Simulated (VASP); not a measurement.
An input for Quantum ESPRESSO's pw.x (written as the equivalent of a VASP run, and not itself run):

```
&CONTROL
  calculation = 'scf'
  pseudo_dir = './pseudo'
  outdir = './out'
  tprnfor = .true.
  tstress = .true.
/
&SYSTEM
  ibrav = 0
  nat = 2
  ntyp = 2
  ecutwfc = 82
  occupations = 'smearing'
  smearing = 'fermi-dirac'
  degauss = 0.000735
  input_dft = 'pbe'
/
&ELECTRONS
  conv_thr = 7.3e-08
  electron_maxstep = 100
/
ATOMIC_SPECIES
  Ag 107.868 Ag.upf
  Cl 35.450 Cl.upf
CELL_PARAMETERS angstrom
     0.0000000    2.7750000    2.7750000
     2.7750000    0.0000000    2.7750000
     2.7750000    2.7750000    0.0000000
ATOMIC_POSITIONS crystal
  Ag   0.0000000  0.0000000  0.0000000
  Cl   0.5000000  0.5000000  0.5000000
K_POINTS automatic
  8 8 8 0 0 0
```

Write the VASP files for the same calculation (PBE).

Several could match; the one computed here: 
File POSCAR:
```
AgCl
1
    0.0000000000     2.7750000000     2.7750000000
    2.7750000000     0.0000000000     2.7750000000
    2.7750000000     2.7750000000     0.0000000000
Ag Cl
1 1
Direct
  0.0000000000   0.0000000000   0.0000000000
  0.5000000000   0.5000000000   0.5000000000
```

KPOINTS:
```
Automatic mesh
0
Gamma
8 8 8
0 0 0
```

**INCAR**
```
ALGO=Normal
EDIFF=1E-6
ENCUT=300
GGA=PE
ISIF=2
ISMEAR=-1
LASPH=T
LCHARG=F
LMAXMIX=4
LREAL=F
LWAVE=F
NELM=100
PREC=Accurate
SIGMA=0.01
SYSTEM=AgCl
```

POTCAR, in this order: Ag Cl (PBE.64 set). Program: vasp_std.

Limits of the translation: the potentials are each code's own (VASP's PAW set, PseudoDojo norm-conserving files in pw.x), so ENCUT and ecutwfc are chosen apart and not converted; conv_thr bounds pw.x's estimated SCF error, while EDIFF bounds the energy change between steps.

The structure is a typed AgCl crystal (Fm-3m). The cell was not relaxed at this level.
